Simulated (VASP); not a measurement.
An input for Quantum ESPRESSO's pw.x (written as the equivalent of a VASP run, and not itself run):

```
&CONTROL
  calculation = 'vc-relax'
  pseudo_dir = './pseudo'
  outdir = './out'
  tprnfor = .true.
  tstress = .true.
  nstep = 40
  forc_conv_thr = 0.00078
/
&SYSTEM
  ibrav = 0
  nat = 2
  ntyp = 2
  ecutwfc = 84
  occupations = 'smearing'
  smearing = 'methfessel-paxton'
  degauss = 0.00735
  input_dft = 'pbesol'
/
&ELECTRONS
  conv_thr = 7.3e-08
  electron_maxstep = 100
/
&IONS
/
&CELL
  press = 100
/
ATOMIC_SPECIES
  Al 26.982 Al.upf
  As 74.922 As.upf
CELL_PARAMETERS angstrom
     3.1511124    0.0000000    0.0000000
    -0.0000000    3.1511124    0.0000000
     0.0000000   -0.0000000    3.1511124
ATOMIC_POSITIONS crystal
  Al   0.0000000  0.0000000  0.0000000
  As   0.5000000  0.5000000  0.5000000
K_POINTS automatic
  12 12 12 0 0 0
```

**Question.** Write the VASP files for the same calculation (PBEsol).

**Answer.** Several could match; the one computed here: 
### INCAR
```
# general
SYSTEM  = AlAs
PREC    = Accurate
ENCUT   = 500
LREAL   = F
LASPH   = T

# electronic loop
EDIFF   = 1E-6
NELM    = 100
ALGO    = Normal
LMAXMIX = 4

# smearing
ISMEAR  = 1
SIGMA   = 0.1

# functional
GGA     = PS

# ions
IBRION  = 2
NSW     = 40
ISIF    = 3
EDIFFG  = -0.02
PSTRESS = 100

# output
LWAVE   = F
LCHARG  = F
```

KPOINTS:
```
Automatic mesh
0
Gamma
12 12 12
0 0 0
```

**POSCAR**
```
AlAs
1.0
  3.1511123695   0.0000000000   0.0000000000
  0.0000000000   3.1511123695   0.0000000000
  0.0000000000   0.0000000000   3.1511123695
Al As
1 1
Cartesian
  0.0000000000   0.0000000000   0.0000000000
  1.5755561847   1.5755561847   1.5755561847
```

POTCAR, in this order: Al As (PBE.64 set). Program: vasp_std.

Limits of the translation: the potentials are each code's own (VASP's PAW set, PseudoDojo norm-conserving files in pw.x), so ENCUT and ecutwfc are chosen apart and not converted; conv_thr bounds pw.x's estimated SCF error, while EDIFF bounds the energy change between steps; forc_conv_thr acts on force components and is met together with etot_conv_thr.

The structure was generated: AlAs was put into the CsCl type type (Pm-3m), which need not be its known phase. It was relaxed first under an external pressure of 10 GPa.
